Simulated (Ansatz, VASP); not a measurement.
# Ba2CeSnO6: VASP beside Ansatz, part 2 of 2

Aim: how closely do two programs agree when they are given the same cell, functional and k mesh? The cell is taken from a series of runs on this material, whose earlier steps may have relaxed, scaled, displaced or heated it; both programs get it as it stands.

VASP 6.6.1 and Ansatz 0.2.0.

So far: The starting structure; VASP: G0W0 gap, PBE0 form with 30 % exact exchange with an exact-exchange share of 0.3.

In doubt: one-shot GW on d or f shells is unsure, so the values of those runs are not to be relied on.

## 3. Ansatz: G0W0 gap, PBE0 form with 30 % exact exchange with an exact-exchange share of 0.3

Level of this step: Ansatz beside VASP: G0W0 on Kohn-Sham DFT, plane waves, PBE0 form with 30 % exact exchange (Ansatz).

Ansatz runs on its PAW soft_1 files.

The same cell, functional and mesh now go to Ansatz, which takes its cutoff from its data sets.

Contents of input.yaml:

```yaml
crystal:
  lattice:
    - [0.0, 4.32948904, 4.32948904]
    - [4.32948904, 0.0, 4.32948904]
    - [4.32948904, 4.32948904, 0.0]
  atoms:
    - { symbol: Ba, position: [0.25, 0.25, 0.25] }
    - { symbol: Ba, position: [0.75, 0.75, 0.75] }
    - { symbol: Ce, position: [0.0, 0.0, 0.0] }
    - { symbol: Sn, position: [0.5, 0.5, 0.5] }
    - { symbol: O, position: [0.74212518, 0.25787482, 0.25787482] }
    - { symbol: O, position: [0.25787482, 0.74212518, 0.74212518] }
    - { symbol: O, position: [0.25787482, 0.74212518, 0.25787482] }
    - { symbol: O, position: [0.74212518, 0.25787482, 0.74212518] }
    - { symbol: O, position: [0.25787482, 0.25787482, 0.74212518] }
    - { symbol: O, position: [0.74212518, 0.74212518, 0.25787482] }
kpoints:
  mp_grid: { grid: [2, 2, 2] }
hamiltonian:
  xc: { exchange: pbe, correlation: pbe, exx: { coeff: 0.3 } }
  pseudopotentials: { kind: paw, azcp: { folder: soft_1 } }
scf:
  occupations: { method: fixed }
gw:
  n_empty_bands: 677
  ecut_chi: 150.0
  qp_bands: [v3, c3]
  qp_kpoints: band_edges
  screening: { model: contour_deformation }
```

Started as:

```
$ ansatz run input.yaml --threads 2 --pin off --max-ram 92160MiB --backend cuda --events-out ev --progress --plain --runs-dir out --devices 1 --max-vram 13GiB
```

Numbers of over 12 decimals in the logs are rounded to 6 here.

The log of the run:

```text
GPUs: using 1 of 1 available (devices: 1).
Engine: ansatz 0.2.0, x86_64-unknown-linux-gnu
Pseudopotentials: kind: paw
Pseudopotential: Ba, paw, valence charge 10, recommended cutoff 420 eV (normal), soft_1/Ba.paw.azcp
Pseudopotential: Ce, paw, valence charge 12, recommended cutoff 420 eV (normal), soft_1/Ce.paw.azcp
Pseudopotential: Sn, paw, valence charge 14, recommended cutoff 420 eV (normal), soft_1/Sn.paw.azcp
Pseudopotential: O, paw, valence charge 6, recommended cutoff 420 eV (normal), soft_1/O.paw.azcp
Functional definition: unnamed
  parameter a_1 = 0.3
  exchange = (1 - a_1)*pbe_x + a_1*exact_x
  correlation = pbe_c
davidson cushion auto → on  (no smearing: the cushion is to keep the highest requested band from converging to the state above it; pin scf.eigensolver.cushion to override)
device memory: the entry about to start is reckoned to put 2.5 GiB on a device that reports 52.3 GiB free (of which the cap on the GPU budget leaves the run 13.0 GiB)
GPU FFT provider: cuFFT
GPU libraries: cuBLAS 13.8.2, cuFFT 12.4.0, cuSOLVER 12.3.4
Crystal: 10 atoms, lattice volume = 162.308 Å³
Basis set: ecut = 420 eV, 3143 PW (Γ)
Bands: 51, of which v1, the nominal top of the filled ones, is band 41 counted from 1 (40 counted from 0)
Symmetry: 48 space group operations
Space group: Fm-3m (ITA 225), of the structure as read, at distance tolerance 5.5e-5 Å
k-points: 3 of 8
Non-local potential: Ba, projectors of the file, l = 0: 3, l = 1: 2, l = 2: 2, l = 3: 2
Non-local potential: Ce, projectors of the file, l = 0: 3, l = 1: 2, l = 2: 2, l = 3: 3
Non-local potential: Sn, projectors of the file, l = 0: 2, l = 1: 2, l = 2: 2, l = 3: 1
Non-local potential: O, projectors of the file, l = 0: 2, l = 1: 2, l = 2: 1
PAW form: soft (Blöchl's): semilocal exchange-correlation on the pseudo side does not see the compensation charge
PAW frozen core: Ba, regenerated for the run's functional, and the local potential with it (the file was generated under x = pbe(κ = 0.804, μ = 0.219515), c = pbe(β = 0.066725))
PAW frozen core: Ce, regenerated for the run's functional, and the local potential with it (the file was generated under x = pbe(κ = 0.804, μ = 0.219515), c = pbe(β = 0.066725))
PAW frozen core: Sn, regenerated for the run's functional, and the local potential with it (the file was generated under x = pbe(κ = 0.804, μ = 0.219515), c = pbe(β = 0.066725))
PAW frozen core: O, regenerated for the run's functional, and the local potential with it (the file was generated under x = pbe(κ = 0.804, μ = 0.219515), c = pbe(β = 0.066725))
PAW one-centre angular grid: Ba, 194 points (default); XC on 64 Gauss nodes
PAW one-centre angular grid: Ce, 590 points (default); XC on 64 Gauss nodes
PAW one-centre angular grid: Sn, 590 points (default); XC on 64 Gauss nodes
PAW one-centre angular grid: O, 110 points (default); XC on 64 Gauss nodes
Initial density: superposition of atomic densities (chi_scale 0.1, normalization cell, long waves kept (reshape's long-wave potential 0.01 eV rms))
Initial wavefunctions: pseudopotential atomic-orbital guess
GPU buffer pool allocated for 91125 grid points (all kernels)
GPU transforms: local potential and band sums: pruned to the plane-wave sphere, on 45×45×45
Functional: x = pbe(κ = 0.804, μ = 0.219515), c = pbe(β = 0.066725), warm-up for x = 0.7 pbe(κ = 0.804, μ = 0.219515) + 0.3 exact, c = pbe(β = 0.066725)
SCF iter   1: F=—  HF=-27919.693182 eV  |F-HF|=—  |Δ(HF+E_count)|=         —  Δρ=1.14e-1  dr2=4.36e1  ethr=1.00e-1  ⟨swp⟩=5.3  Hψ=466  notcnv=0
preconditioner: auto → none  [insulator: Δε(μ)=0.443 eV  Ē_g=11.102 eV  n_scr=50 (ndim 8)  ℏωp=25.4 eV  f_vac=0.000]
SCF iter   2: F=—  HF=-27940.125590 eV  |F-HF|=—  |Δ(HF+E_count)|=    2.04e1  Δρ=1.50e-1  dr2=6.36e1  ethr=5.32e-2  ⟨swp⟩=6.7  Hψ=481  notcnv=0  defer=1
SCF iter   3: F=—  HF=-27921.869976 eV  |F-HF|=—  |Δ(HF+E_count)|=    1.83e1  Δρ=8.74e-2  dr2=2.08e1  ethr=5.32e-2  ⟨swp⟩=3.7  Hψ=358  notcnv=0
SCF iter   4: F=—  HF=-27918.010109 eV  |F-HF|=—  |Δ(HF+E_count)|=    3.86e0  Δρ=1.33e-1  dr2=4.42e1  ethr=2.54e-2  ⟨swp⟩=6.3  Hψ=521  notcnv=0
iter 5 solved again at ethr=1.90e-3 eV; its pass at ethr=2.54e-2 eV (dr2=1.56e0 eV) is discarded
SCF iter   5: F=—  HF=-27916.262650 eV  |F-HF|=—  |Δ(HF+E_count)|=    1.75e0  Δρ=2.02e-2  dr2=1.57e0  ethr=1.90e-3  ⟨swp⟩=4.3  Hψ=716  notcnv=0
SCF iter   6: F=—  HF=-27916.160572 eV  |F-HF|=—  |Δ(HF+E_count)|=   1.02e-1  Δρ=1.30e-2  dr2=5.68e-1  ethr=1.90e-3  ⟨swp⟩=2.7  Hψ=342  notcnv=0
SCF iter   7: F=—  HF=-27916.224042 eV  |F-HF|=—  |Δ(HF+E_count)|=   6.35e-2  Δρ=1.80e-2  dr2=7.87e-1  ethr=6.92e-4  ⟨swp⟩=4.3  Hψ=423  notcnv=0
SCF iter   8: F=—  HF=-27916.130403 eV  |F-HF|=—  |Δ(HF+E_count)|=   9.36e-2  Δρ=9.00e-3  dr2=1.98e-1  ethr=6.92e-4  ⟨swp⟩=2.3  Hψ=340  notcnv=0
[...]
SCF iter   4: F=—  HF=-27930.990617 eV  |F-HF|=—  |Δ(HF+E_count)|=   9.81e-2  Δρ=1.08e-2  dr2=3.18e-1  ethr=2.18e-7  ⟨swp⟩=8.0  Hψ=740  notcnv=0
[...]
SCF iter   9: F=—  HF=-27931.054114 eV  |F-HF|=—  |Δ(HF+E_count)|=   4.57e-3  Δρ=8.39e-4  dr2=2.17e-3  ethr=2.18e-7  ⟨swp⟩=5.7  Hψ=601  notcnv=0
SCF iter  10: F=—  HF=-27931.054389 eV  |F-HF|=—  |Δ(HF+E_count)|=   2.75e-4  Δρ=1.15e-3  dr2=2.88e-3  ethr=2.18e-7  ⟨swp⟩=4.3  Hψ=484  notcnv=0
[...]
Frozen-core exchange: fock
SCF iter   1: F=—  HF=-27931.052624 eV  |F-HF|=—  |Δ(HF+E_count)|=         —  Δρ=2.66e-4  dr2=1.61e-4  ethr=4.40e-6  ⟨swp⟩=3.0  Hψ=355  notcnv=0
preconditioner: auto → none  [insulator: Δε(μ)=5.527 eV  Ē_g=16.065 eV  n_scr=50 (ndim 8)  ℏωp=25.4 eV  f_vac=0.003]
iter 2 solved again at ethr=2.77e-9 eV; its pass at ethr=1.52e-7 eV (dr2=2.27e-6 eV) is discarded
SCF iter   2: F=—  HF=-27931.052607 eV  |F-HF|=—  |Δ(HF+E_count)|=   1.71e-5  Δρ=4.43e-5  dr2=8.62e-6  ethr=2.77e-9  ⟨swp⟩=3.7  Hψ=875  notcnv=0
SCF iter   3: F=—  HF=-27931.052630 eV  |F-HF|=—  |Δ(HF+E_count)|=   2.33e-5  Δρ=2.97e-5  dr2=8.75e-7  ethr=2.77e-9  ⟨swp⟩=6.0  Hψ=541  notcnv=0  defer=1
SCF iter   4: F=—  HF=-27931.052631 eV  |F-HF|=—  |Δ(HF+E_count)|=   9.05e-7  Δρ=2.04e-5  dr2=7.21e-7  ethr=8.47e-10  ⟨swp⟩=5.0  Hψ=408  notcnv=0  defer=3
SCF iter   5: F=—  HF=-27931.052631 eV  |F-HF|=—  |Δ(HF+E_count)|=   8.73e-8  Δρ=1.82e-5  dr2=3.95e-7  ethr=8.47e-10  ⟨swp⟩=5.3  Hψ=498  notcnv=0
SCF iter   6: F=-27931.052631 eV  HF=-27931.052631 eV  |F-HF|=1.25e-8  |Δ(HF+E_count)|=   1.06e-7  Δρ=3.32e-6  dr2=2.01e-8  ethr=4.46e-10  ⟨swp⟩=4.7  Hψ=416  notcnv=0  defer=1
SCF 3 converged in 6 iterations: F = -27931.052631 eV  dr2 = 2.01e-8
hybrid outer 2: dexx = +3.216e-5 eV, tail = 7.41e-7 eV, Δε = 1.02e-2 eV (about 4.38e-4 eV left of the loop's levels)
device memory: the entry about to start is reckoned to put 3.9 GiB on a device that reports 53.9 GiB free (of which the cap on the GPU budget leaves the run 13.0 GiB)
NSCF: frozen V_eff on 3 k-points
Exchange-term sweep: 0 of 3 (spin, k) points
Exchange-term sweep: 1 of 3 (spin, k) points
Exchange-term sweep: 2 of 3 (spin, k) points
Exchange-term sweep: 3 of 3 (spin, k) points
G₀W₀ screening: q 1/3
[... further progress lines ...]
device memory: the entry about to start is reckoned to put 1.1 GiB on a device that reports 57.3 GiB free (of which the cap on the GPU budget leaves the run 13.0 GiB)
NSCF: frozen V_eff on 1 k-points
device memory: the entry about to start is reckoned to put 1.1 GiB on a device that reports 54.8 GiB free (of which the cap on the GPU budget leaves the run 13.0 GiB)
NSCF: frozen V_eff on 1 k-points
hybrid SCF converged: 2 outer / 17 inner (+12 warm-up), last move |dexx| = 3.22e-5 eV, tail = 7.41e-7 eV
Stability not checked: this state was not tested for a lower state beside it, because the functional holds exact exchange (a hybrid, or Hartree-Fock), whose exchange loop this test does not read (fock_operator; see scf.lower_state_search)
Free energy (F): -27931.052633 eV
Frozen-core exchange: fock
Harris-Foulkes:  -27931.052633 eV  (|F-HF|=1.25e-8)
Internal energy: -27931.052633 eV  (E = F + TS)
E sigma→0 (E₀):  -27931.052633 eV
Fermi energy:    7.207240 eV
--- Per-component energies (eV) ---
  E_band       = -312.341191
  E_kinetic    = 1750.053563
  E_local      = -4187.116853  (includes V_loc(G=0)·N_el)
  E_nonlocal   = 717.204651
  E_hartree    = 1717.058822
  E_xc         = -802.794782
  E_vxc        = -776.330081  (∫ρ·V_xc dr)
  E_exx        = -300.178657  (= α·E_x^exact, valence–valence)
  E_paw        = -21324.812665  (= ΣΔE_a)
  E_vpaw       = -649.909529  (= ΣTr[D̂ρ^β])
  E_aug_tail   = 0.004876  (compensation charges beyond the density's cutoff)
  E_ewald      = -5500.065685
  E_core_change = -0.405902  (= ΣΔE_core)
  E_smearing   = -0.000000  (= −TS)
  E_closure    = -0.000000  (closes the sum)
  Σ components = -27931.052633   (vs F -27931.052633, Δ=0.00e0)
--- Band table (eV) ---
  k-point 0: bands = [... 37 lower, 6.4535, 7.2072, 7.2072, 7.2072, 12.7872, 12.9945, 12.9945, 12.9945, ... 1 higher]
  k-point 1: bands = [... 37 lower, 6.6072, 6.6338, 7.0684, 7.0684, 12.7187, 12.7800, 12.9504, 12.9504, ... 1 higher]
  k-point 2: bands = [... 37 lower, 6.4048, 6.5786, 6.5786, 7.1683, 12.7812, 12.9232, 12.9232, 12.9708, ... 1 higher]
  guard bands above this table: 5 of the run's 51 bands. The solve was not asked for them (output.publish_guard_bands: true or output.eigenvalues: true publishes all)
--- G₀W₀: contour deformation, 6 samples at zero and on the imaginary axis and 0 off it, 8 q-points, 677 empty bands' worth ---
  eigenvalues of the whole cell's RPA ε∞ on this k-mesh (on a slab, of 1 + 4πα/V) = 3.4106, 3.4106, 3.4106; static W/v taken at q = 0 is 0.293206
  bands read: the sum over 718 bands ends inside a degenerate multiplet in 1 slot, whose members it reads at an even weight; the widest, k=2: bands 718 to 719 (counted from 1) at 1/2 each
  gw.qp_kpoints: band_edges: 3 of 3 stored k-points solved, in 1 pass; an edge of the gap read off the rows below is read off those points alone
    ik  band        ε_KS         Σx   Σc(E_QP)       V_xc       Z   E_QP_lin       E_QP  E_QP is
     0    39      7.2072   -25.6214     3.9819   -22.1414  0.7886     7.7070     7.7091  root
     0    40      7.2072   -25.6214     3.9819   -22.1414  0.7886     7.7070     7.7091  root
     0    41      7.2072   -25.6214     3.9819   -22.1414  0.7886     7.7070     7.7091  root
     0    42     12.7872   -22.0185    -9.8053   -32.8963  0.6906    13.8887    13.8598  root
     0    43     12.9945   -22.9183    -9.5777   -33.6001  0.6891    14.1292    14.0986  root
     0    44     12.9945   -22.9183    -9.5777   -33.6001  0.6891    14.1292    14.0986  root
     1    39      6.6338   -25.0480     4.0287   -21.4743  0.7867     7.0869     7.0888  root
     1    40      7.0684   -26.6654     3.2872   -23.9581  0.7974     7.6458     7.6483  root
     1    41      7.0684   -26.6654     3.2872   -23.9581  0.7974     7.6458     7.6483  root
     1    42     12.7187   -22.9879    -8.6253   -32.7687  0.7118    13.9024    13.8742  root
     1    43     12.7800   -21.9007    -9.7517   -32.7202  0.6918    13.8762    13.8477  root
     1    44     12.9504   -22.7513    -9.5608   -33.4173  0.6911    14.0859    14.0556  root
     2    39      6.5786   -25.3693     3.6652   -22.1904  0.7916     7.0629     7.0649  root
     2    40      6.5786   -25.3693     3.6652   -22.1904  0.7916     7.0629     7.0649  root
     2    41      7.1683   -25.4919     3.9574   -22.0266  0.7889     7.6583     7.6604  root
     2    42     12.7812   -21.9043    -9.7539   -32.7261  0.6918    13.8775    13.8491  root
     2    43     12.9232   -22.7879    -9.4755   -33.3773  0.6931    14.0674    14.0371  root
     2    44     12.9232   -22.7879    -9.4755   -33.3773  0.6931    14.0674    14.0371  root
```

## 4. Side by side

Known differences besides the potentials themselves: exact exchange at q = 0 is treated differently, which shows on coarse meshes; VASP keeps PBE cores, Ansatz makes them for the functional; fixed occupations in Ansatz, narrow Gaussian smearing in VASP; the cutoff is 420 eV in Ansatz and 440 eV in VASP; Ansatz integrates over frequency by contour deformation, VASP on a grid of NOMEGA points; Ansatz's G0W0 levels solve the quasiparticle equation, VASP's are linearised. Total energies have different zeros and are not compared.

Compared:

```
                   quantity  Ansatz  VASP  difference
  G0W0 gap on the mesh (eV)    6.14  6.14        0.00
Kohn-Sham gap under it (eV)    5.51  5.50       +0.01
```

## 5. Results

```json
{
  "difference in G0W0 gap on the mesh (G0W0 gap, PBE0 form with 30 % exact exchange with an exact-exchange share of 0.3)": "0.0029 eV"
}
```

**Reading.** The difference in G0W0 gap on the mesh is 0.0029 eV (G0W0 gap, PBE0 form with 30 % exact exchange with an exact-exchange share of 0.3). Such differences can come from data sets, numerical settings and the points named under the comparisons, not from the functional's error against experiment.

[Lines on the potential files, build, host, timing and source positions are cut from VASP's logs without a mark.]

[Logs are printed without paths, hosts, clocks, repeated set-up lines and the standing remarks that a program may print on its own settings, such as how far it seeks lower states.]

[Hosts, paths, dates, database ids (printed as entryN), source tags and the programs' standing remarks are cut or masked in the printed files.]
